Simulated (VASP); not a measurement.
Input of a VASP 6.6.1 run:

File INCAR:

```
SYSTEM = AgB2
ALGO = Normal
EDIFF = 1E-6
EDIFFG = -0.02
ENCUT = 600
GGA = AM
IBRION = 2
ISIF = 3
ISMEAR = -1
LASPH = .True.
LCHARG = .False.
LREAL = .False.
LWAVE = .False.
NELM = 80
NSW = 40
PREC = Accurate
SIGMA = 0.05
```

KPOINTS

```
k-points
0
Gamma
  10 10 8
  0 0 0
```

The input POSCAR:

```
AgB2
1.0
    3.0000000000      0.0000000000      0.0000000000
   -1.5000000000      2.5980762114      0.0000000000
    0.0000000000      0.0000000000      3.2400000000
Ag B
1 2
Direct
    0.0000000000      0.0000000000      0.0000000000
    0.6666666667      0.3333333333      0.5000000000
    0.3333333333      0.6666666667      0.5000000000
```

Potentials or basis: VASP PAW PBE potentials, release 64 (Ag, B).

Command:

```bash
$ cat potpaw_PBE.64/Ag/POTCAR potpaw_PBE.64/B/POTCAR > POTCAR
$ mpirun -np 1 vasp_std > vasp.out
```

Task: Predict the relaxed volume.

Result: 10.28 Å³/atom.

Task: What does it give for the space group after relaxing (to 0.05 Å)?

Result: P6/mmm (No. 191).

Task: What does it give for the band gap on the k mesh?

Result: None (metal or under the smearing width).

The path:
```csv
step,energy change (eV),largest force (eV/Å),pressure (GPa),volume (Å³)
1,0.0000,0.0000,45.42,25.25
2,-0.4413,0.0000,-19.77,34.96
3,-0.7023,0.0000,-3.42,30.61
4,-0.8806,0.0000,-1.19,30.52
5,-0.9121,0.0000,6.31,30.12
6,-0.9511,0.0000,2.23,30.34
7,-0.9516,0.0000,2.66,30.31
8,-0.9544,0.0000,-1.55,31.13
9,-0.9559,0.0000,0.04,30.83
```

Caveat: the volume moved by over 15 % at a fixed basis, so the end points are rough; the PAW data sets were made with another functional, which shifts forces and pressure a little. Zero-point motion and thermal expansion aren't in these numbers.
